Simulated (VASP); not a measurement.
Computed with RPBE GGA, VASP's PBE PAW potentials (set 64) (plane waves; VASP).

VASP ran on this input.

File POSCAR:
```
CrO2
1
    4.4853344156     0.0000000000     0.0000000000
    0.0000000000     4.4853344156     0.0000000000
    0.0000000000     0.0000000000     2.9490823316
Cr O
2 4
Direct
  0.0000000000   0.0000000000   0.0000000000
  0.5000000000   0.5000000000   0.5000000000
  0.3038373536   0.3038373536   0.0000000000
  0.8038373536   0.1961626464   0.5000000000
  0.1961626464   0.8038373536   0.5000000000
  0.6961626464   0.6961626464   0.0000000000
```

**INCAR**
```
ISPIN = 2   # spin-polarised
GGA = RP   # RPBE
ISMEAR = 1   # Methfessel-Paxton
SYSTEM = CrO2
ISIF = 3
NSW = 60
LCHARG = .FALSE.
NELM = 100
ALGO = Normal   # blocked Davidson
PREC = Accurate
MAGMOM = 2*2.5 4*0.0
LMAXMIX = 4   # l cut-off of mixed one-centre charges
ENCUT = 520   # plane-wave cut-off (eV)
LASPH = .TRUE.   # aspherical one-centre terms
LREAL = .FALSE.
LWAVE = .FALSE.
LORBIT = 10
SIGMA = 0.1   # width (eV)
EDIFFG = -0.02   # ionic stop
EDIFF = 1E-6   # SCF stop (eV)
IBRION = 2
```

**KPOINTS**
```
Automatic mesh
0
gamma
 6 6 9
0 0 0
```

POTCAR, in this order: Cr_pv O (PBE.64 set). Program: vasp_std.

What VASP printed:

OUTCAR:
```
 ion  position               nearest neighbor table
   1  0.000  0.000  0.000-   3 1.93   6 1.93   5 1.93   4 1.93   4 1.93   5 1.93
   2  0.500  0.500  0.500-   4 1.93   5 1.93   3 1.93   6 1.93   3 1.93   6 1.93
   3  0.304  0.304  0.000-   1 1.93   2 1.93   2 1.93
   4  0.804  0.196  0.500-   2 1.93   1 1.93   1 1.93
   5  0.196  0.804  0.500-   2 1.93   1 1.93   1 1.93
   6  0.696  0.696  0.000-   1 1.93   2 1.93   2 1.93
  LATTYP: Found a simple tetragonal cell.
 ALAT       =     4.4853344156
 C/A-ratio  =     0.6574944159
 Subroutine PRICEL returns:
 Original cell was already a primitive cell.
 Subroutine GETGRP returns: Found 16 space group operations
The static configuration has the point symmetry D_2h.
 The point group associated with its full space group is D_4h.
The dynamic configuration has the point symmetry D_2h.
The overall configuration has the point symmetry D_2h.
 Subroutine INISYM returns: Found 16 space group operations
 Subroutine IBZKPT returns following result:
 Found     50 irreducible k-points:

 Following reciprocal coordinates:
            Coordinates               Weight
  0.000000  0.000000  0.000000      1.000000
  0.166667  0.000000  0.000000      4.000000
  0.333333  0.000000  0.000000      4.000000
  0.500000  0.000000  0.000000      2.000000
  0.166667  0.166667  0.000000      4.000000
  0.333333  0.166667  0.000000      8.000000
  0.500000  0.166667  0.000000      4.000000
  0.333333  0.333333  0.000000      4.000000
  0.500000  0.333333  0.000000      4.000000
  0.500000  0.500000  0.000000      1.000000
  0.000000  0.000000  0.111111      2.000000
  0.166667  0.000000  0.111111      8.000000
  0.333333  0.000000  0.111111      8.000000
  0.500000  0.000000  0.111111      4.000000
  0.166667  0.166667  0.111111      8.000000
  0.333333  0.166667  0.111111     16.000000
  0.500000  0.166667  0.111111      8.000000
...
```

### OSZICAR
```
       N       E                     dE             d eps       ncg     rms          rms(c)
DAV:   1     0.603589771937E+03    0.60359E+03   -0.26662E+04  6200   0.171E+03
DAV:   2    -0.122624970919E+01   -0.60482E+03   -0.56270E+03  6939   0.506E+02
DAV:   3    -0.623080363054E+02   -0.61082E+02   -0.59359E+02  6967   0.165E+02
DAV:   4    -0.637627085190E+02   -0.14547E+01   -0.14356E+01  7550   0.251E+01
DAV:   5    -0.637948881140E+02   -0.32180E-01   -0.32173E-01  7448   0.371E+00    0.392E+01
DAV:   6    -0.566730166373E+02    0.71219E+01   -0.13467E+02  7044   0.975E+01    0.427E+01
DAV:   7    -0.504234918204E+02    0.62495E+01   -0.91346E+01  7295   0.102E+02    0.180E+01
DAV:   8    -0.483238268101E+02    0.20997E+01   -0.68883E+00  6786   0.227E+01    0.776E+00
DAV:   9    -0.477446123204E+02    0.57921E+00   -0.18935E+00  7932   0.128E+01    0.263E+00
DAV:  10    -0.477804474279E+02   -0.35835E-01   -0.21966E-01  6814   0.367E+00    0.152E+00
DAV:  11    -0.477855165559E+02   -0.50691E-02   -0.47286E-02  7862   0.219E+00    0.719E-01
DAV:  12    -0.477841358147E+02    0.13807E-02   -0.81581E-03  8193   0.743E-01    0.371E-01
DAV:  13    -0.477837690137E+02    0.36680E-03   -0.14682E-03  7960   0.401E-01    0.152E-01
DAV:  14    -0.477837737137E+02   -0.47001E-05   -0.65488E-04  7709   0.245E-01    0.661E-02
DAV:  15    -0.477837997082E+02   -0.25994E-04   -0.89644E-05  7160   0.725E-02    0.510E-02
DAV:  16    -0.477837887926E+02    0.10916E-04   -0.48555E-05  7676   0.654E-02    0.149E-02
DAV:  17    -0.477837898915E+02   -0.10989E-05   -0.45585E-06  5429   0.149E-02    0.779E-03
DAV:  18    -0.477837903130E+02   -0.42148E-06   -0.87727E-07  3715   0.986E-03
   1 F= -.47783790E+02 E0= -.47783903E+02  d E =-.477838E+02  mag=     4.0001
```

OUTCAR:
```
------------------------ aborting loop because EDIFF is reached ----------------------------------------
  FORCE on cell =-STRESS in cart. coord.  units (eV):
  Direction    XX          YY          ZZ          XY          YZ          ZX
  --------------------------------------------------------------------------------------
  Total        0.0819265      0.0819265     -0.0367905      0.0000000      0.0000000      0.0000000
  in kB        2.2123722      2.2123722     -0.9935032      0.0000000      0.0000000      0.0000000
  external PRESSURE =       1.1437471 kB  Pullay stress =       0.0000000 kB
  volume of cell :       59.33
      direct lattice vectors                 reciprocal lattice vectors
     4.485334416  0.000000000  0.000000000     0.222948817  0.000000000  0.000000000
     0.000000000  4.485334416  0.000000000     0.000000000  0.222948817  0.000000000
     0.000000000  0.000000000  2.949082332     0.000000000  0.000000000  0.339088532
 POSITION                                       TOTAL-FORCE (eV/Angst)
 -----------------------------------------------------------------------------------
      0.00000      0.00000      0.00000        -0.000000      0.000000      0.000000
      2.24267      2.24267      1.47454        -0.000000      0.000000      0.000000
      1.36281      1.36281      0.00000         0.004926      0.004926      0.000000
      3.60548      0.87986      1.47454         0.004926     -0.004926      0.000000
      0.87986      3.60548      1.47454        -0.004926      0.004926      0.000000
      3.12252      3.12252      0.00000        -0.004926     -0.004926      0.000000
 -----------------------------------------------------------------------------------
    total drift:                                0.000000      0.000000      0.000000
  FREE ENERGIE OF THE ION-ELECTRON SYSTEM (eV)
  ---------------------------------------------------
  free  energy   TOTEN  =       -47.7837903130 eV

  energy  without entropy=      -47.7841284057  energy(sigma->0) =      -47.78390301

 total charge

# of ion       s       p       d       tot
------------------------------------------
    1        0.362   6.428   3.973  10.763
    2        0.362   6.428   3.973  10.763
    3        1.576   3.452   0.000   5.029
    4        1.576   3.452   0.000   5.029
    5        1.576   3.452   0.000   5.029
    6        1.576   3.452   0.000   5.029
--------------------------------------------------
tot          7.029  26.665   7.946  41.640

 magnetization (x)

# of ion       s       p       d       tot
------------------------------------------
    1        0.023   0.032   2.101   2.156
    2        0.023   0.032   2.101   2.156
    3       -0.003  -0.099   0.000  -0.102
    4       -0.003  -0.099   0.000  -0.102
    5       -0.003  -0.099   0.000  -0.102
    6       -0.003  -0.099   0.000  -0.102
--------------------------------------------------
tot          0.033  -0.331   4.201   3.903

 reached required accuracy - stopping structural energy minimisation
```
(Selected blocks of OUTCAR.)

OUTCAR:
```
 val. band max:        5.2205076671   @ k =   0.1667   0.0000   0.4444

 cond. band min:       5.2493754245   @ k =   0.1667   0.0000   0.2222


 Fermi energy:         5.2402008026

 spin component 1

 k-point     1 :       0.0000    0.0000    0.0000
  band No.  band energies     occupation
      1     -39.6903      1.00000
      2     -39.6903      1.00000
      3     -39.5730      1.00000
      4     -39.5730      1.00000
      5     -39.4945      1.00000
      6     -39.4831      1.00000
      7     -14.2222      1.00000
      8     -12.6452      1.00000
      9     -12.2375      1.00000
     10     -12.2375      1.00000
     11      -1.9959      1.00000
     12      -1.3390      1.00000
     13      -0.7310      1.00000
     14       0.2118      1.00000
     15       0.2118      1.00000
     16       1.6640      1.00000
     17       1.6640      1.00000
     18       2.0660      1.00000
     19       3.7055      1.00000
     20       3.7427      1.00000
     21       3.9777      1.00000
     22       4.1377      1.00000
     23       4.1377      1.00000
     24       4.1780      1.00000
     25       4.2135      1.00000
     26       4.2135      1.00000
     27       4.8353      1.00000
     28       6.2441     -0.00000
     29       6.3848     -0.00000
     30       8.9662      0.00000
     31       8.9662      0.00000

 k-point     2 :       0.1667    0.0000    0.0000
  band No.  band energies     occupation
      1     -39.6896      1.00000
      2     -39.6895      1.00000
      3     -39.5739      1.00000
      4     -39.5739      1.00000
      5     -39.4938      1.00000
      6     -39.4839      1.00000
      7     -14.1232      1.00000
      8     -12.7210      1.00000
      9     -12.2944      1.00000
     10     -12.2511      1.00000
     11      -1.8015      1.00000
     12      -1.2444      1.00000
     13      -0.5510      1.00000
     14       0.2264      1.00000
     15       0.2390      1.00000
...
```

The moments were started parallel, and other spin orders were not tried in this run.

The compound is CrO2 in the rutile structure. It was relaxed first. The start is the result of an earlier pass.
